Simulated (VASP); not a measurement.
# G0W0 gap of CdS (Hawleyite) against strain, part 3 of 4

How does the quasiparticle gap of CdS (Hawleyite) follow strain, and does the starting functional get the slope right? The cell is of the zinc-blende type, one of the forms listed for this formula, which need not be the common one. The start is a cell from a database of measured crystal structures.

VASP 6.6.1, plane waves and PAW; the level of theory is named at each step.

So far, quasiparticle gap on the mesh (eV): step 4 (G0W0) 2.00. Also gap on the k-mesh (eV): step 3 (empty bands) 1.14; step 5 (ground state of a strained cell, scale 0.94) 1.26.

## 7. G0W0, scale 0.94

This step: G0W0 on PBE; plane waves and PAW (Cd_GW, S_GW) (VASP 6.6.1).

G0W0 on the strained cell, with unchanged settings.

Input file INCAR:

```
SYSTEM = CdS
PREC = Accurate
ENCUT = 300
ISMEAR = 0
SIGMA = 0.01
LREAL = .FALSE.
GGA = PE
NBANDS = 208
ALGO = EVGW0
NELMGW = 1
ENCUTGW = 150
NOMEGA = 48
PRECFOCK = Fast
NBANDSGW = 24
LWAVE = .FALSE.
LCHARG = .FALSE.
```

Input file POSCAR:

```
CdS
1.0
    0.0000000000      2.8569628861      2.8569628861
    2.8569628861      0.0000000000      2.8569628861
    2.8569628861      2.8569628861      0.0000000000
Cd S
1 1
Direct
    0.0000000000      0.0000000000      0.0000000000
    0.7500000000      0.7500000000      0.7500000000
```

Input file KPOINTS:

```
Automatic mesh
0
Gamma
6 6 6
0 0 0
```

The projector-augmented-wave data sets are Cd_GW and S_GW (PBE family, release 64).

The run is started by

```
$ mpirun -np 8 vasp_std
```

The log of the run:

```text
[banner, memory and clock lines left out]
running    8 mpi-ranks, on    1 nodes
[...]
[... a notice as in an earlier step ...]

 [... a notice as in an earlier step ...]

 LDA part: xc-table for (Slater+PW92), standard interpolation
 found WAVECAR, reading the header
 POSCAR, INCAR and KPOINTS ok, starting setup
[...]
reading WAVECAR
 the WAVECAR file was read successfully
 initial charge from wavefunction
 available memory per node:     35.89 GB, setting MAXMEM to     36747

 The Fermi energy was updated, please check that it is located mid-gap
 values below the HOMO (VB) or above the LUMO (CB) will cause erroneous energies
 E-fermi :   3.9299

 calculate exact exchange contribution
 the WAVEDER file was read successfully
energies w=
    0.000    0.000    0.547    0.000    1.091    0.000    1.632    0.000
    2.165    0.000    2.692    0.000    3.209    0.000    3.718    0.000
    4.216    0.000    4.706    0.000    5.187    0.000    5.660    0.000
[...]
total number of BLAS operations       6195.80 Gflops
NQ=  12   -0.3333    0.3333    0.0000,
|.........|.........|.........|.........|.........|.........|.........|.........
 performed      22935000 updates of chi_q(r,r)
 total number of BLAS operations       6791.27 Gflops
NQ=  13    0.5000    0.5000    0.0000,
|.........|.........|.........|.........|.........|.........|.........|.........
 performed      24167000 updates of chi_q(r,r)
 total number of BLAS operations       7147.35 Gflops
NQ=  14    0.5000    0.3333    0.1667,
|.........|.........|.........|.........|.........|.........|.........|.........
 performed      26937000 updates of chi_q(r,r)
 total number of BLAS operations       8033.92 Gflops
NQ=  15   -0.3333    0.3333    0.1667,
|.........|.........|.........|.........|.........|.........|.........|.........
 performed      29547000 updates of chi_q(r,r)
 total number of BLAS operations       8836.28 Gflops
NQ=  16   -0.3333    0.5000    0.1667,
|.........|.........|.........|.........|.........|.........|.........|.........
 performed      31708000 updates of chi_q(r,r)
 total number of BLAS operations       9541.86 Gflops
 resolving degeneracies of screened two electron integrals

 calculate QP shifts <psi_nk| G(iteration)W_0 |psi_nk>: iteration 1
 entering main loop
```

Elapsed: 1.8 min, on 8 MPI ranks of Intel Xeon 6975P-C (Granite Rapids), shared host; peak memory 2.3 GiB.

OUTCAR, selected parts (step 7):

```text
 QP shifts <psi_nk| G(iteration)W_0 |psi_nk>: iteration 1
 for sc-GW calculations column KS-energies equals QP-energies in previous step
 and V_xc(KS)=  KS-energies - (<T + V_ion + V_H > + <T+V_H+V_ion>^1  + <V_x>^1)
 k-point   1 :       0.0000    0.0000    0.0000
  band No.  KS-energies  QP-energies   sigma(KS)   V_xc(KS)     V^pw_x(r,r')   Z            occupation Imag(sigma)
    ...
      6      -4.0919      -6.1048     -18.2864     -15.5060     -23.1791       0.7240       2.0000       0.2276
      7       3.2978       2.4737     -15.1090     -14.0201     -16.8204       0.7569       2.0000       0.0721
      8       3.2978       2.4737     -15.1090     -14.0201     -16.8204       0.7569       2.0000       0.0721
      9       3.2978       2.4737     -15.1090     -14.0201     -16.8204       0.7569       2.0000       0.0721
     10       4.5619       4.6471      -9.8695      -9.9763      -6.1486       0.7974       0.0000      -0.0506
     11       9.8024      10.1839      -9.5499     -10.0372      -5.1526       0.7828       0.0000      -0.0672
     12       9.8024      10.1839      -9.5499     -10.0372      -5.1526       0.7828       0.0000      -0.0672
     13       9.8024      10.1839      -9.5499     -10.0372      -5.1526       0.7828       0.0000      -0.0672
    ...

[... 2 parts as in an earlier step ...]

[... 1 further part left out ...]
[key lines of the parts left out:]
E-fermi :   3.9299
```

The gap is now 2.173 eV, +173 meV against the unstrained cell. Spin-orbit coupling is left out.

## 8. Ground state of a strained cell, scale 0.97

This step: PBE; plane waves and PAW (Cd_GW, S_GW) (VASP 6.6.1).

The volume is scaled by 0.97, at the same cutoff, mesh and band count, and the chain is run again.

Input file INCAR:

```
SYSTEM = CdS
PREC = Accurate
ENCUT = 300
EDIFF = 1E-08
NELM = 100
ISMEAR = 0
SIGMA = 0.01
LREAL = .FALSE.
ALGO = Normal
GGA = PE
NBANDS = 15
LORBIT = 11
LWAVE = .TRUE.
LCHARG = .FALSE.
KPAR = 8
```

Input file POSCAR:

```
CdS
1.0
    0.0000000000      2.8870383898      2.8870383898
    2.8870383898      0.0000000000      2.8870383898
    2.8870383898      2.8870383898      0.0000000000
Cd S
1 1
Direct
    0.0000000000      0.0000000000      0.0000000000
    0.7500000000      0.7500000000      0.7500000000
```

KPOINTS is that of step 7.

The run is started by

```
$ mpirun -np 8 vasp_std
```

The log of the run:

```text
[... set-up lines as in an earlier step ...]
 entering main loop
       N       E                     dE             d eps       ncg     rms          rms(c)
DAV:   1     0.603517453496E+02    0.60352E+02   -0.71869E+03   592   0.752E+02
DAV:   2    -0.386683448798E+01   -0.64219E+02   -0.62261E+02   699   0.218E+02
DAV:   3    -0.659798281952E+01   -0.27311E+01   -0.27228E+01   691   0.438E+01
DAV:   4    -0.667235486721E+01   -0.74372E-01   -0.74358E-01   780   0.597E+00
[...]
DAV:  14    -0.612020176501E+01   -0.18867E-06   -0.79374E-06   606   0.180E-02    0.126E-02
DAV:  15    -0.612020146041E+01    0.30460E-06   -0.73958E-07   772   0.755E-03    0.524E-03
DAV:  16    -0.612020145253E+01    0.78830E-08   -0.18566E-08   691   0.983E-04
   1 F= -.61202015E+01 E0= -.61202015E+01  d E =-.103876E-50
 writing wavefunctions
```

Elapsed: 1.6 s, on 8 MPI ranks; peak memory 1.1 GiB.

Parts of OUTCAR (step 8):

```text
  Total        1.4080933      1.4080933      1.4080933     -0.0000000     -0.0000000      0.0000000
  in kB       46.8764098     46.8764098     46.8764098     -0.0000000     -0.0000000      0.0000000
  external PRESSURE =      46.8764098 kB  Pullay stress =       0.0000000 kB

 POSITION                                       TOTAL-FORCE (eV/Angst)
 -----------------------------------------------------------------------------------
      0.00000      0.00000      0.00000         0.000000      0.000000      0.000000
      4.33056      4.33056      4.33056        -0.000000     -0.000000     -0.000000
 -----------------------------------------------------------------------------------
    total drift:                               -0.000002     -0.000002     -0.000002

  FREE ENERGIE OF THE ION-ELECTRON SYSTEM (eV)
  ---------------------------------------------------
  free  energy   TOTEN  =        -6.1202014525 eV

  energy  without entropy=       -6.1202014525  energy(sigma->0) =       -6.12020145

[... 1 part as in an earlier step ...]

[... 2 further parts left out ...]
[key lines of the parts left out:]
E-fermi :   3.0702
```

The run ends at a pressure of 4.69 GPa.

## 9. Empty bands, scale 0.97

The empty bands are made again, for the run that follows.

Input file INCAR:

```
SYSTEM = CdS
PREC = Accurate
ENCUT = 300
ISMEAR = 0
SIGMA = 0.01
LREAL = .FALSE.
GGA = PE
NBANDS = 208
ALGO = Exact
NELM = 1
LWAVE = .TRUE.
LCHARG = .FALSE.
LOPTICS = .TRUE.
NEDOS = 1000
CSHIFT = 0.1
```

POSCAR is that of step 8.

KPOINTS is that of step 8.

The run is started by

```
$ mpirun -np 8 vasp_std
```

The log of the run:

```text
[... set-up lines as in an earlier step ...]
 entering main loop
       N       E                     dE             d eps       ncg     rms          rms(c)
DIA:   1    -0.612020119045E+01   -0.61202E+01    0.00000E+00     0   0.000E+00
   1 F= -.61202012E+01 E0= -.61202012E+01  d E =-.350452E-95
 writing wavefunctions
 optical routines
 imaginary and real dielectric function
 recalculating local potential from charge density
 direction            1
 direction            2
 direction            3
```

Wall time 2.2 s (8 MPI ranks); peak memory 1 GiB.

From OUTCAR (step 9):

```text
  Total        1.4157106      1.4157106      1.4157106      0.0000000      0.0000000     -0.0000000
  in kB       47.1299964     47.1299964     47.1299964      0.0000000      0.0000000     -0.0000000
  external PRESSURE =      47.1299964 kB  Pullay stress =       0.0000000 kB

  FREE ENERGIE OF THE ION-ELECTRON SYSTEM (eV)
  ---------------------------------------------------
  free  energy   TOTEN  =        -6.1202011904 eV

  energy  without entropy=       -6.1202011904  energy(sigma->0) =       -6.12020119

[... 3 parts as in an earlier step ...]

[... 1 further part left out ...]
[key lines of the parts left out:]
E-fermi :   3.1107
```

## 10. G0W0, scale 0.97

This step: G0W0 on PBE; plane waves and PAW (Cd_GW, S_GW) (VASP 6.6.1).

Input file INCAR:

```
SYSTEM = CdS
PREC = Accurate
ENCUT = 300
ISMEAR = 0
SIGMA = 0.01
LREAL = .FALSE.
GGA = PE
NBANDS = 208
ALGO = EVGW0
NELMGW = 1
ENCUTGW = 150
NOMEGA = 48
PRECFOCK = Fast
NBANDSGW = 24
LWAVE = .FALSE.
LCHARG = .FALSE.
```

POSCAR is that of step 9.

KPOINTS is that of step 9.

The run is started by

```
$ mpirun -np 8 vasp_std
```

The log of the run:

```text
[banner, memory and clock lines left out]
running    8 mpi-ranks, on    1 nodes
[...]
[... a notice as in an earlier step ...]

 [... a notice as in an earlier step ...]

 LDA part: xc-table for (Slater+PW92), standard interpolation
 found WAVECAR, reading the header
 POSCAR, INCAR and KPOINTS ok, starting setup
[...]
reading WAVECAR
 the WAVECAR file was read successfully
 initial charge from wavefunction
 available memory per node:     36.14 GB, setting MAXMEM to     37010

 The Fermi energy was updated, please check that it is located mid-gap
 values below the HOMO (VB) or above the LUMO (CB) will cause erroneous energies
 E-fermi :   3.5655

 calculate exact exchange contribution
 the WAVEDER file was read successfully
energies w=
    0.000    0.000    0.507    0.000    1.012    0.000    1.512    0.000
    2.007    0.000    2.495    0.000    2.975    0.000    3.446    0.000
    3.908    0.000    4.362    0.000    4.808    0.000    5.246    0.000
[...]
total number of BLAS operations       6650.36 Gflops
NQ=  12   -0.3333    0.3333    0.0000,
|.........|.........|.........|.........|.........|.........|.........|.........
 performed      22935000 updates of chi_q(r,r)
 total number of BLAS operations       7423.93 Gflops
NQ=  13    0.5000    0.5000    0.0000,
|.........|.........|.........|.........|.........|.........|.........|.........
 performed      24167000 updates of chi_q(r,r)
 total number of BLAS operations       7842.51 Gflops
NQ=  14    0.5000    0.3333    0.1667,
|.........|.........|.........|.........|.........|.........|.........|.........
 performed      26937000 updates of chi_q(r,r)
 total number of BLAS operations       8729.08 Gflops
NQ=  15   -0.3333    0.3333    0.1667,
|.........|.........|.........|.........|.........|.........|.........|.........
 performed      29547000 updates of chi_q(r,r)
 total number of BLAS operations       9581.32 Gflops
NQ=  16   -0.3333    0.5000    0.1667,
|.........|.........|.........|.........|.........|.........|.........|.........
 performed      31708000 updates of chi_q(r,r)
 total number of BLAS operations      10300.94 Gflops
 resolving degeneracies of screened two electron integrals

 calculate QP shifts <psi_nk| G(iteration)W_0 |psi_nk>: iteration 1
 entering main loop
```

The job ended after 1.8 min (8 MPI ranks; peak memory 2.4 GiB; 14 min of CPU time).

From OUTCAR (step 10):

```text
 QP shifts <psi_nk| G(iteration)W_0 |psi_nk>: iteration 1
 for sc-GW calculations column KS-energies equals QP-energies in previous step
 and V_xc(KS)=  KS-energies - (<T + V_ion + V_H > + <T+V_H+V_ion>^1  + <V_x>^1)
 k-point   1 :       0.0000    0.0000    0.0000
  band No.  KS-energies  QP-energies   sigma(KS)   V_xc(KS)     V^pw_x(r,r')   Z            occupation Imag(sigma)
    ...
      6      -4.3368      -6.3309     -18.2745     -15.5032     -23.1783       0.7196       2.0000       0.2359
      7       2.9657       2.1535     -14.9998     -13.9232     -16.7175       0.7543       2.0000       0.0728
      8       2.9657       2.1535     -14.9998     -13.9232     -16.7175       0.7543       2.0000       0.0728
      9       2.9657       2.1535     -14.9998     -13.9232     -16.7175       0.7543       2.0000       0.0728
     10       4.1653       4.2410      -9.8152      -9.9105      -6.1416       0.7941       0.0000      -0.0558
     11       9.4883       9.8601      -9.4359      -9.9134      -5.0512       0.7784       0.0000      -0.0744
     12       9.4883       9.8601      -9.4359      -9.9134      -5.0512       0.7784       0.0000      -0.0744
     13       9.4883       9.8601      -9.4359      -9.9134      -5.0512       0.7784       0.0000      -0.0744
    ...

[... 2 parts as in an earlier step ...]

[... 1 further part left out ...]
[key lines of the parts left out:]
E-fermi :   3.5655
```

The gap is now 2.087 eV, +87 meV against the unstrained cell. Spin-orbit coupling is left out.

## 11. Ground state of a strained cell, scale 1.03

This step: PBE; plane waves and PAW (Cd_GW, S_GW) (VASP 6.6.1).

The volume is scaled by 1.03, at the same cutoff, mesh and band count, and the chain is run again.

Input file INCAR:

```
SYSTEM = CdS
PREC = Accurate
ENCUT = 300
EDIFF = 1E-08
NELM = 100
ISMEAR = 0
SIGMA = 0.01
LREAL = .FALSE.
ALGO = Normal
GGA = PE
NBANDS = 15
LORBIT = 11
LWAVE = .TRUE.
LCHARG = .FALSE.
KPAR = 8
```

Input file POSCAR:

```
CdS
1.0
    0.0000000000      2.9453781157      2.9453781157
    2.9453781157      0.0000000000      2.9453781157
    2.9453781157      2.9453781157      0.0000000000
Cd S
1 1
Direct
    0.0000000000      0.0000000000      0.0000000000
    0.7500000000      0.7500000000      0.7500000000
```

KPOINTS is that of step 10.

The run is started by

```
$ mpirun -np 8 vasp_std
```

The log of the run:

```text
[... set-up lines as in an earlier step ...]
 entering main loop
       N       E                     dE             d eps       ncg     rms          rms(c)
DAV:   1     0.637705629964E+02    0.63771E+02   -0.73095E+03   568   0.750E+02
DAV:   2    -0.337746092671E+01   -0.67148E+02   -0.64451E+02   684   0.224E+02
DAV:   3    -0.666662960128E+01   -0.32892E+01   -0.32788E+01   744   0.474E+01
DAV:   4    -0.673130477521E+01   -0.64675E-01   -0.64662E-01   732   0.551E+00
[...]
DAV:  15    -0.617498620876E+01    0.14333E-06   -0.34696E-07   755   0.500E-03    0.110E-03
DAV:  16    -0.617498610774E+01    0.10102E-06   -0.71782E-08   641   0.185E-03    0.708E-04
DAV:  17    -0.617498610506E+01    0.26780E-08   -0.51694E-09   443   0.775E-04
   1 F= -.61749861E+01 E0= -.61749861E+01  d E =-.125081E-13
 writing wavefunctions
```

Run time: 1.6 s. Hardware: 8 MPI ranks; peak memory 1.1 GiB.

Parts of OUTCAR (step 11):

```text
  Total        0.2369363      0.2369363      0.2369363      0.0000000      0.0000000      0.0000000
  in kB        7.4282943      7.4282943      7.4282943      0.0000000      0.0000000      0.0000000
  external PRESSURE =       7.4282943 kB  Pullay stress =       0.0000000 kB

 POSITION                                       TOTAL-FORCE (eV/Angst)
 -----------------------------------------------------------------------------------
      0.00000      0.00000      0.00000        -0.000000     -0.000000     -0.000000
      4.41807      4.41807      4.41807         0.000000      0.000000      0.000000
 -----------------------------------------------------------------------------------
    total drift:                               -0.000002     -0.000002     -0.000001

  FREE ENERGIE OF THE ION-ELECTRON SYSTEM (eV)
  ---------------------------------------------------
  free  energy   TOTEN  =        -6.1749861051 eV

  energy  without entropy=       -6.1749861051  energy(sigma->0) =       -6.17498611

[... 1 part as in an earlier step ...]

[... 2 further parts left out ...]
[key lines of the parts left out:]
E-fermi :   2.4161
```

The run ends at a pressure of 0.74 GPa.

## 12. Empty bands, scale 1.03

The empty bands are made again, for the run that follows.

Input file INCAR:

```
SYSTEM = CdS
PREC = Accurate
ENCUT = 300
ISMEAR = 0
SIGMA = 0.01
LREAL = .FALSE.
GGA = PE
NBANDS = 208
ALGO = Exact
NELM = 1
LWAVE = .TRUE.
LCHARG = .FALSE.
LOPTICS = .TRUE.
NEDOS = 1000
CSHIFT = 0.1
```

POSCAR is that of step 11.

KPOINTS is that of step 11.

The run is started by

```
$ mpirun -np 8 vasp_std
```

The log of the run:

```text
[... set-up lines as in an earlier step ...]
 entering main loop
       N       E                     dE             d eps       ncg     rms          rms(c)
DIA:   1    -0.617498612633E+01   -0.61750E+01    0.00000E+00     0   0.000E+00
   1 F= -.61749861E+01 E0= -.61749861E+01  d E =-.447861E-17
 writing wavefunctions
 optical routines
 imaginary and real dielectric function
 recalculating local potential from charge density
 direction            1
 direction            2
 direction            3
```

Run time: 2.4 s. Hardware: 8 MPI ranks; peak memory 1 GiB; 15 s of CPU time.

OUTCAR, selected parts (step 12):

```text
  Total        0.2367940      0.2367940      0.2367940      0.0000000     -0.0000000     -0.0000000
  in kB        7.4238323      7.4238323      7.4238323      0.0000000     -0.0000000     -0.0000000
  external PRESSURE =       7.4238323 kB  Pullay stress =       0.0000000 kB

 POSITION                                       TOTAL-FORCE (eV/Angst)
 -----------------------------------------------------------------------------------
      0.00000      0.00000      0.00000         0.000000     -0.000000      0.000000
      4.41807      4.41807      4.41807        -0.000000      0.000000     -0.000000
 -----------------------------------------------------------------------------------
    total drift:                               -0.000002     -0.000002     -0.000001

  FREE ENERGIE OF THE ION-ELECTRON SYSTEM (eV)
  ---------------------------------------------------
  free  energy   TOTEN  =        -6.1749861263 eV

  energy  without entropy=       -6.1749861263  energy(sigma->0) =       -6.17498613

[... 2 parts as in an earlier step ...]

[... 1 further part left out ...]
[key lines of the parts left out:]
E-fermi :   2.4238
```

(Part 3 of 4 ends here.)

[Lines on the potential files, build, host, timing and source positions are cut from VASP's logs without a mark.]

[Logs are printed without paths, hosts, clocks, repeated set-up lines and the standing remarks that a program may print on its own settings, such as how far it seeks lower states.]

[Hosts, paths, dates, database ids (printed as entryN), source tags and the programs' standing remarks are cut or masked in the printed files.]

[Pressures printed for these runs are not shown converged in the cutoff: they can be off by several GPa and have the wrong sign.]

[In band tables of VASP the shares of atoms and orbitals are scaled to a sum of 1 inside the atoms' spheres.]
